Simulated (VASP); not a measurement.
Given:

```yaml
crystal:
  lattice:
    - [0.00000, 2.21602, 2.21602]
    - [2.21602, 0.00000, 2.21602]
    - [2.21602, 2.21602, 0.00000]
  atoms:
    - { symbol: Al, position: [0.00000, 0.00000, 0.00000] }
    - { symbol: N, position: [0.25000, 0.25000, 0.25000] }
```

All values below come from LDA (Ceperley-Alder, Perdew-Zunger), VASP's LDA PAW potentials (set 64) (plane waves; VASP 6.6.1). Run with 520 eV cut-off, 10×10×10 Γ-centred mesh, Gaussian smearing of 0.050 eV, potentials Al N.

Task: The job: AlN (zinc blende), 2 atoms, LDA, static run, 520 eV, 10×10×10 Γ-centred mesh. Roughly how much core time does it take on a busy server core?

Result: About 4 core-seconds (one run on a shared machine, a rough figure). It had 47 irreducible k-points, 8 bands, up to 600 plane waves and 12 electronic steps.

The compound is AlN in the zinc blende structure, a metastable form; wurtzite is the usual one. This cell is one point of a volume scan, at 1.06 of the reference volume.
